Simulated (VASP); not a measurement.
```
CELL_PARAMETERS angstrom
      0.00000     2.67500     2.67500
      2.67500     0.00000     2.67500
      2.67500     2.67500     0.00000
ATOMIC_POSITIONS crystal
  K  0.00000 0.00000 0.00000
  F  0.50000 0.50000 0.50000
```

All values below come from PBE GGA, VASP's PBE PAW potentials (set 64) (plane waves; VASP). Run with 520 eV cut-off, 7×7×7 Γ-centred mesh, Gaussian smearing of 0.050 eV, potentials K_sv F.

Problem. Give the stress tensor in GPa (positive for a compressed cell).

Solution. 
```
1.32  0.00  0.00
0.00  1.32  0.00
0.00  0.00  1.32
```
The pressure is its mean diagonal, 1.32 GPa.

The compound is KF in the rock salt structure. The cell was not relaxed at this level.
